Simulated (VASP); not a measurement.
Given:

```
CELL_PARAMETERS angstrom
      3.30084     0.00000     0.00000
     -1.65042     2.85861     0.00000
      0.00000     0.00000     3.86250
ATOMIC_POSITIONS crystal
  Y  0.00000 0.00000 0.00000
  B  0.33333 0.66667 0.50000
  B  0.66667 0.33333 0.50000
```

The numbers are results of PBEsol GGA, VASP's PBE PAW potentials (set 64) (plane waves; VASP), not measurements. Run with 400 eV cut-off, 8×8×6 Γ-centred mesh, Fermi-Dirac smearing of 0.10 eV, potentials Y_sv B.

Problem. Give the energies of bands 5 to 11 at the high-symmetry points, in eV from the Fermi level.

Solution. 
```json
[
 {"band": "5", "Γ": "-10.62", "M": "-6.88", "K": "-6.03", "A": "-8.91", "L": "-7.94", "H": "-6.80"},
 {"band": "6", "Γ": "-1.18", "M": "-6.81", "K": "-6.03", "A": "-5.01", "L": "-5.36", "H": "-6.80"},
 {"band": "7", "Γ": "-0.64", "M": "-2.14", "K": "-4.79", "A": "0.41", "L": "-2.53", "H": "-3.23"},
 {"band": "8", "Γ": "-0.63", "M": "-1.47", "K": "-0.77", "A": "0.41", "L": "-2.09", "H": "-0.77"},
 {"band": "9", "Γ": "-0.63", "M": "-0.52", "K": "-0.77", "A": "2.74", "L": "-0.41", "H": "-0.77"},
 {"band": "10", "Γ": "5.33", "M": "2.99", "K": "3.23", "A": "2.74", "L": "4.75", "H": "5.95"},
 {"band": "11", "Γ": "5.41", "M": "4.54", "K": "3.23", "A": "2.97", "L": "5.32", "H": "7.39"}
]
```

It has no gap at this level: it comes out as a metal or semimetal.

The structure comes from a computed database's YB2 entry (P6/mmm); how it stands against other phases isn't given here. The cell was not relaxed at this level. The electron count is odd and the run is not spin-polarised, which forces a metal.
